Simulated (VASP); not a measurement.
Input of a VASP 6.6.1 run:

The input INCAR:

```
SYSTEM = Zr15Si32
PREC = Accurate ; ENCUT = 520
EDIFF = 1E-6 ; ISMEAR = 1
SIGMA = 0.1 ; LREAL = .FALSE.
LASPH = .TRUE. ; NELM = 60
ALGO = Normal ; ISIF = 2
LWAVE = .FALSE. ; LCHARG = .FALSE.
GGA = PE ; IBRION = 2
NSW = 60 ; EDIFFG = -0.02
```

Contents of KPOINTS:

```
Automatic mesh
0
G
  3 2 3
  0 0 0
```

File POSCAR:

```
Zr15Si32
1.0
    7.4120000000      0.0000000000      0.0000000000
    0.0000000000     14.7350000000      0.0000000000
    0.0000000000      0.0000000000      7.3440000000
Zr Si
15 32
Direct
    0.2500000000      0.6054000000      0.6250000000
    0.5000000000      0.1054000000      0.1250000000
    0.5000000000      0.1054000000      0.6250000000
    0.7500000000      0.6054000000      0.6250000000
    0.0000000000      0.1054000000      0.1250000000
    0.0000000000      0.1054000000      0.6250000000
    0.2500000000      0.3946000000      0.3750000000
    0.2500000000      0.3946000000      0.8750000000
    0.5000000000      0.8946000000      0.3750000000
    0.5000000000      0.8946000000      0.8750000000
    0.7500000000      0.3946000000      0.3750000000
    0.7500000000      0.3946000000      0.8750000000
    0.0000000000      0.8946000000      0.3750000000
    0.0000000000      0.8946000000      0.8750000000
    0.0000000000      0.6054000000      0.1250000000
    0.2500000000      0.9478000000      0.1250000000
    0.2500000000      0.9478000000      0.6250000000
    0.5000000000      0.4478000000      0.1250000000
    0.5000000000      0.4478000000      0.6250000000
    0.7500000000      0.9478000000      0.1250000000
    0.7500000000      0.9478000000      0.6250000000
    0.0000000000      0.4478000000      0.1250000000
    0.0000000000      0.4478000000      0.6250000000
    0.2500000000      0.0522000000      0.3750000000
    0.2500000000      0.0522000000      0.8750000000
    0.5000000000      0.5522000000      0.3750000000
    0.5000000000      0.5522000000      0.8750000000
    0.7500000000      0.0522000000      0.3750000000
    0.7500000000      0.0522000000      0.8750000000
    0.0000000000      0.5522000000      0.3750000000
    0.0000000000      0.5522000000      0.8750000000
    0.2500000000      0.2504000000      0.1250000000
    0.2500000000      0.2504000000      0.6250000000
    0.5000000000      0.7504000000      0.1250000000
    0.5000000000      0.7504000000      0.6250000000
    0.7500000000      0.2504000000      0.1250000000
    0.7500000000      0.2504000000      0.6250000000
    0.0000000000      0.7504000000      0.1250000000
    0.0000000000      0.7504000000      0.6250000000
    0.2500000000      0.7496000000      0.3750000000
    0.2500000000      0.7496000000      0.8750000000
    0.5000000000      0.2496000000      0.3750000000
    0.5000000000      0.2496000000      0.8750000000
    0.7500000000      0.7496000000      0.3750000000
    0.7500000000      0.7496000000      0.8750000000
    0.0000000000      0.2496000000      0.3750000000
    0.0000000000      0.2496000000      0.8750000000
```

Potentials or basis: VASP PAW PBE potentials, release 64 (Zr_sv, Si).

Launch:

```sh
$ cat potpaw_PBE.64/Zr_sv/POTCAR potpaw_PBE.64/Si/POTCAR > POTCAR
$ mpirun -np 8 vasp_std > vasp.out
```

(1) What does it give for the energy gained by relaxing?

(2) Predict the band gap on the k mesh.

Results:

(1) 160.3 meV/atom.

(2) none (metal or under the smearing width).
